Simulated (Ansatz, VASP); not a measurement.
# VH: VASP beside Ansatz, part 2 of 2

Aim: how closely do two programs agree when they are given the same cell, functional and k mesh? The cell is taken from a series of runs on this material, whose earlier steps may have relaxed, scaled, displaced or heated it; both programs get it as it stands.

VASP 6.6.1 and Ansatz 0.2.0.

So far: The starting structure; Ansatz: zone-centre phonons, LDA.

## 3. VASP: zone-centre phonons, LDA

Level of this step: LDA, no spin polarisation; plane waves and PAW (V_sv, H) (VASP).

The same cell, functional (in two slightly different forms), mesh and smearing now go to VASP, with its own data sets.

Lines of VASP's logs that name or quote its potential files are left out, and so is its time.

INCAR reads:

```
SYSTEM = VH
PREC = Accurate
ENCUT = 500
EDIFF = 1E-08
NELM = 120
ISMEAR = 1
SIGMA = 0.15
LREAL = .FALSE.
ALGO = Normal
GGA = CA
NBANDS = 13
LASPH = .TRUE.
LORBIT = 11
LWAVE = .FALSE.
LCHARG = .FALSE.
ISIF = 2
IBRION = 8
GGA_COMPAT = .FALSE.
KPAR = 2
```

POSCAR reads:

```
VH
1.0
    0.0000000000      1.9147290156      1.9147290156
    1.9147290156      0.0000000000      1.9147290156
    1.9147290156      1.9147290156      0.0000000000
V H
1 1
Direct
    0.0000000000      0.0000000000      0.0000000000
    0.5000000000      0.5000000000      0.5000000000
```

KPOINTS reads:

```
Automatic mesh
0
Gamma
16 16 16
0 0 0
```

PAW data sets: V_sv and H (LDA family, release 64).

Started as:

```bash
$ mpirun -np 2 vasp_std
```

Output:

```text
[banner, memory and clock lines left out]
running    2 mpi-ranks, on    1 nodes
 distrk:  each k-point on    1 cores,    2 groups
 distr:  one band on    1 cores,    1 groups

 POSCAR found type information on POSCAR V H
 POSCAR found :  2 types and       2 ions
 LDA part: xc-table for (Slater(with rela. corr.)+CA(PZ))
 , standard interpolation
 POSCAR, INCAR and KPOINTS ok, starting setup
 FFT: planning ... GRIDC
 FFT: planning ... GRID_SOFT
 FFT: planning ... GRID
 WAVECAR not read
 entering main loop
       N       E                     dE             d eps       ncg     rms          rms(c)
DAV:   1     0.947893364620E+02    0.94789E+02   -0.75162E+03  3775   0.120E+03
DAV:   2    -0.142280729582E+02   -0.10902E+03   -0.10518E+03  3895   0.333E+02
DAV:   3    -0.158228074020E+02   -0.15947E+01   -0.15903E+01  4190   0.459E+01
DAV:   4    -0.158296250606E+02   -0.68177E-02   -0.68175E-02  4175   0.323E+00
DAV:   5    -0.158296961693E+02   -0.71109E-04   -0.71108E-04  4175   0.309E-01    0.245E+01
DAV:   6    -0.139661925304E+02    0.18635E+01   -0.36830E+00  3825   0.331E+01    0.313E+00
DAV:   7    -0.139264006077E+02    0.39792E-01   -0.12683E-01  3815   0.428E+00    0.238E+00
DAV:   8    -0.139115247138E+02    0.14876E-01   -0.11268E-02  4060   0.145E+00    0.481E-01
DAV:   9    -0.139115037028E+02    0.21011E-04   -0.84359E-04  3830   0.422E-01    0.153E-01
DAV:  10    -0.139114754111E+02    0.28292E-04   -0.78808E-05  4210   0.120E-01    0.269E-02
DAV:  11    -0.139114756157E+02   -0.20462E-06   -0.12908E-06  3925   0.121E-02    0.393E-03
DAV:  12    -0.139114753235E+02    0.29224E-06   -0.47424E-07  4105   0.116E-02    0.596E-04
DAV:  13    -0.139114753224E+02    0.11260E-08   -0.63044E-09  2763   0.103E-03
   1 F= -.13911475E+02 E0= -.13911004E+02  d E =-.141522E-02
 Linear response reoptimize wavefunctions to high precision
DAV:   1    -0.139114753242E+02   -0.18376E-08   -0.67609E-10  2330   0.368E-04
DAV:   2    -0.139114753242E+02   -0.68212E-11   -0.66277E-11  1935   0.122E-04
 Linear response DOF=           2
 Linear response progress:
  Degree of freedom:   1/  2
       N       E                     dE             d eps       ncg     rms          rms(c)
RMM:   1    -0.102815650449E+01   -0.10282E+01   -0.18519E+01  9237   0.959E+01
RMM:   2    -0.914244938440E+00    0.11391E+00   -0.23000E-01 13396   0.554E+00    0.193E-01
RMM:   3    -0.916635608152E+00   -0.23907E-02   -0.22365E-02 14971   0.139E+00    0.962E-02
RMM:   4    -0.914786327880E+00    0.18493E-02   -0.83473E-04 15898   0.309E-01    0.284E-02
RMM:   5    -0.914272581475E+00    0.51375E-03   -0.60393E-05 16505   0.754E-02    0.683E-03
RMM:   6    -0.914195011773E+00    0.77570E-04   -0.79602E-06 15825   0.271E-02    0.161E-03
RMM:   7    -0.914211599224E+00   -0.16587E-04   -0.11359E-06 17218   0.840E-03    0.131E-03
RMM:   8    -0.914270998052E+00   -0.59399E-04   -0.45632E-07 15151   0.294E-03    0.689E-04
RMM:   9    -0.914250017808E+00    0.20980E-04   -0.29589E-07 14986   0.115E-03    0.549E-05
RMM:  10    -0.914249713073E+00    0.30474E-06   -0.33885E-07 17739   0.330E-04    0.411E-05
RMM:  11    -0.914248388792E+00    0.13243E-05   -0.19699E-07 17061   0.119E-04    0.894E-06
RMM:  12    -0.914248571344E+00   -0.18255E-06   -0.13748E-07 16320   0.473E-05    0.257E-06
RMM:  13    -0.914248645373E+00   -0.74029E-07   -0.87773E-08 16657   0.239E-05    0.487E-07
RMM:  14    -0.914248639069E+00    0.63044E-08   -0.48729E-08 11856   0.133E-05    0.240E-07
 first order change of Fermi-energy   0.41001E-03
 force on displaced ion       1 direction 1 :  -4.602   0.000   0.000
 Linear response progress:
  Degree of freedom:   2/  2
       N       E                     dE             d eps       ncg     rms          rms(c)
RMM:   1    -0.150082492030E-01   -0.15008E-01    0.23713E-02 18009   0.949E-01
RMM:   2    -0.151585463087E-01   -0.15030E-03   -0.54995E-04 13561   0.185E-01    0.958E-02
RMM:   3    -0.154148234451E-01   -0.25628E-03   -0.77816E-05 13412   0.583E-02    0.541E-02
RMM:   4    -0.159980238432E-01   -0.58320E-03   -0.76363E-05 13128   0.584E-02    0.369E-03
RMM:   5    -0.160264858344E-01   -0.28462E-04   -0.19425E-06 15088   0.145E-02    0.115E-03
RMM:   6    -0.160218366482E-01    0.46492E-05   -0.70674E-08 13800   0.253E-03    0.315E-04
RMM:   7    -0.160253942682E-01   -0.35576E-05   -0.69488E-09 13939   0.779E-04    0.233E-05
RMM:   8    -0.160253905919E-01    0.36763E-08   -0.58847E-10 15031   0.241E-04    0.130E-05
 first order change of Fermi-energy  -0.15945E-03
 force on displaced ion       2 direction 1 :  -4.614   0.000   0.000
 Linear response finished
```

Parts of OUTCAR (step 3):

```text
ion  position               nearest neighbor table
   1  0.000  0.000  0.000-
   2  0.500  0.500  0.500-

  LATTYP: Found a face centered cubic cell.
 ALAT       =     3.8294580312

 Subroutine GETGRP returns: Found 48 space group operations
 (whereof 48 operations were pure point group operations)

The static configuration has the point symmetry O_h .

 Found    145 irreducible k-points:

   k-points           NKPTS =    145   k-points in BZ     NKDIM =    145   number of bands    NBANDS=     13

   dimension x,y,z NGX =    20 NGY =   20 NGZ =   20
   dimension x,y,z NGXF=    40 NGYF=   40 NGZF=   40

   ENCUT  =  500.0 eV  36.75 Ry    6.06 a.u.   4.94  4.94  4.94*2*pi/ulx,y,z

   NELECT =      14.0000    total number of electrons

 k-points in reciprocal lattice and weights: Automatic mesh
   0.00000000  0.00000000  0.00000000       0.000
   0.06250000  0.00000000  0.00000000       0.002
   0.12500000  0.00000000  0.00000000       0.002
   0.18750000  0.00000000  0.00000000       0.002
   0.25000000  0.00000000  0.00000000       0.002
   0.31250000  0.00000000  0.00000000       0.002
   0.37500000  0.00000000  0.00000000       0.002
   0.43750000  0.00000000  0.00000000       0.002
   0.50000000  0.00000000  0.00000000       0.001
[...]
-0.31250000  0.50000000  0.18750000       0.003
  -0.25000000  0.50000000  0.25000000       0.001

 average (electrostatic) potential at core
       1 -69.6970       2 -27.0799

  Total        0.6702422      0.6702422      0.6702422      0.0000000      0.0000000     -0.0000000
  in kB       76.4874894     76.4874894     76.4874894      0.0000000      0.0000000     -0.0000000
  external PRESSURE =      76.4874894 kB  Pullay stress =       0.0000000 kB

  energy-cutoff  :      500.00
  volume of cell :       14.04
      direct lattice vectors                 reciprocal lattice vectors
     0.000000000  1.914729016  1.914729016    -0.261133558  0.261133558  0.261133558
     1.914729016  0.000000000  1.914729016     0.261133558 -0.261133558  0.261133558
     1.914729016  1.914729016  0.000000000     0.261133558  0.261133558 -0.261133558

 POSITION                                       TOTAL-FORCE (eV/Angst)
 -----------------------------------------------------------------------------------
      0.00000      0.00000      0.00000         0.000000      0.000000      0.000000
      1.91473      1.91473      1.91473        -0.000000     -0.000000     -0.000000
 -----------------------------------------------------------------------------------
    total drift:                                0.000000     -0.000000     -0.000000

 Eigenvectors and eigenvalues of the dynamical matrix
 ----------------------------------------------------

   1 f  =   33.907448 THz   213.046782 2PiTHz 1131.030736 cm-1   140.229876 meV
             X         Y         Z           dx          dy          dz
      0.000000  0.000000  0.000000     0.000000    0.138582    0.000000
      1.914729  1.914729  1.914729     0.000000   -0.990351    0.000000

   2 f  =   33.907448 THz   213.046782 2PiTHz 1131.030736 cm-1   140.229876 meV
             X         Y         Z           dx          dy          dz
      0.000000  0.000000  0.000000    -0.138582    0.000000    0.000000
      1.914729  1.914729  1.914729     0.990351    0.000000    0.000000

   3 f  =   33.907448 THz   213.046782 2PiTHz 1131.030736 cm-1   140.229876 meV
             X         Y         Z           dx          dy          dz
      0.000000  0.000000  0.000000     0.000000    0.000000   -0.138582
      1.914729  1.914729  1.914729     0.000000    0.000000    0.990351

   4 f/i=    0.005890 THz     0.037007 2PiTHz    0.196463 cm-1     0.024358 meV
             X         Y         Z           dx          dy          dz
      0.000000  0.000000  0.000000     0.990351    0.000000    0.000000
      1.914729  1.914729  1.914729     0.138582    0.000000    0.000000

   5 f/i=    0.005890 THz     0.037007 2PiTHz    0.196463 cm-1     0.024358 meV
             X         Y         Z           dx          dy          dz
      0.000000  0.000000  0.000000     0.000000    0.000000    0.990351
      1.914729  1.914729  1.914729     0.000000    0.000000    0.138582

   6 f/i=    0.005890 THz     0.037007 2PiTHz    0.196463 cm-1     0.024358 meV
             X         Y         Z           dx          dy          dz
      0.000000  0.000000  0.000000     0.000000   -0.990351    0.000000
      1.914729  1.914729  1.914729     0.000000   -0.138582    0.000000

 ELASTIC MODULI CONTR FROM IONIC RELAXATION (kBar)
 Direction    XX          YY          ZZ          XY          YZ          ZX
 --------------------------------------------------------------------------------
 XX           0.0000      0.0000      0.0000      0.0000      0.0000      0.0000
 YY           0.0000      0.0000      0.0000      0.0000      0.0000      0.0000
 ZZ           0.0000      0.0000      0.0000      0.0000      0.0000      0.0000
 XY           0.0000      0.0000      0.0000      0.0000      0.0000      0.0000
 YZ           0.0000      0.0000      0.0000      0.0000      0.0000      0.0000
 ZX           0.0000      0.0000      0.0000      0.0000      0.0000      0.0000
 --------------------------------------------------------------------------------
```

This run has no spin polarisation, so a moment on V, if there is one, isn't seen.

## 4. Comparison

Known differences besides the potentials themselves: the two LDA forms differ slightly; VASP's run holds the zone centre alone; the cutoff is 1142.88 eV in Ansatz and 500 eV in VASP; VASP's log shows a relativistic correction to its local exchange, Ansatz's none. Total energies have different zeros and are not compared.

Both answers:

```tsv
quantity	Ansatz	VASP	difference
optical mode 1 to 3 (cm⁻¹)	1122.1	1131.0	-0.79 %
```

Modes are paired by rising frequency, not by their patterns, so a pair may set unlike modes beside each other; they are those without the splitting of longitudinal modes.

## 5. Outcome

| Item | Value |
| --- | --- |
| r.m.s. difference of the optical zone-centre modes, each program's sorted by frequency (zone-centre phonons, LDA) | 8.9 cm⁻¹ |
| difference in optical mode 1 to 3 (zone-centre phonons, LDA) | -0.8 % |

What this shows: The r.m.s. difference of the optical zone-centre modes, each program's sorted by frequency is 8.9 cm⁻¹ (zone-centre phonons, LDA). Among the rows given in per cent, the largest difference of the zone-centre phonons, LDA pair is in optical mode 1 to 3, -0.8 %. How closely two codes agree says nothing of how well the functional describes the real material.

[Lines on the potential files, build, host, timing and source positions are cut from VASP's logs without a mark.]

[Logs are printed without paths, hosts, clocks, repeated set-up lines and the standing remarks that a program may print on its own settings, such as how far it seeks lower states.]

[Hosts, paths, dates, database ids (printed as entryN), source tags and the programs' standing remarks are cut or masked in the printed files.]
